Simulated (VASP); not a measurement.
VASP ran on this input.

### POSCAR
```
BeSe
1
    3.4043144402     0.0000000000     0.0000000000
   -1.7021572201     2.9482226444     0.0000000000
    0.0000000000     0.0000000000     5.6409976971
Be Se
2 2
Direct
  0.3333330000   0.6666670000   0.0013967912
  0.6666670000   0.3333330000   0.5013967912
  0.3333330000   0.6666670000   0.3736032088
  0.6666670000   0.3333330000   0.8736032088
```

File KPOINTS:
```
Automatic mesh
0
Gamma
8 8 4
0 0 0
```

### INCAR
```
EDIFF = 1E-6   # SCF stop (eV)
SIGMA = 0.05
LCHARG = .False.
ALGO = Normal   # blocked Davidson
LASPH = .True.
ISIF = 3
PREC = Accurate
PSTRESS = 300
NELM = 100   # most electronic steps
EDIFFG = -0.02   # ionic stop
IBRION = 2   # conjugate gradients
LMAXMIX = 4   # l cut-off of mixed one-centre charges
LWAVE = .False.
GGA = PS   # PBEsol
SYSTEM = BeSe
ENCUT = 500
NSW = 40   # most ionic steps
LREAL = .False.
ISMEAR = 0   # Gaussian
```

POTCAR, in this order: Be Se (PBE.64 set). Program: vasp_std.

### Question
Translate this PBEsol calculation to Ansatz.

### Answer
One equivalent input (not run):
Ansatz 0.2 input:
```yaml
crystal:
  lattice:
    - [3.4043144, 0.0000000, 0.0000000]
    - [-1.7021572, 2.9482226, 0.0000000]
    - [0.0000000, 0.0000000, 5.6409977]
  atoms:
    - { symbol: Be, position: [0.3333330, 0.6666670, 0.0013968] }
    - { symbol: Be, position: [0.6666670, 0.3333330, 0.5013968] }
    - { symbol: Se, position: [0.3333330, 0.6666670, 0.3736032] }
    - { symbol: Se, position: [0.6666670, 0.3333330, 0.8736032] }
kpoints:
  mp_grid: { grid: [8, 8, 4] }
hamiltonian:
  xc: pbesol
  pseudopotentials: { kind: paw }
scf:
  occupations: { method: gaussian, width: 0.05 }
  max_iter: 100
relax:
  max_steps: 40
  f_tol: 0.02
  cell: { p_target: 30 }
output: { forces: true, stress: true, eigenvalues: true }
```
What does not carry over: each code has its own PAW files, so the cut-off isn't converted (ENCUT is set for VASP's; basis.ecutwfc is left out, and Ansatz then takes the one that its files recommend); Ansatz stops its SCF on the density residual and VASP on the energy change (EDIFF).

The structure was generated: BeSe was put into the wurtzite type (P6_3mc), which need not be its known phase. This run relaxes it under an external pressure of 30 GPa. Symmetry was kept, so distortions that lower it aren't found.
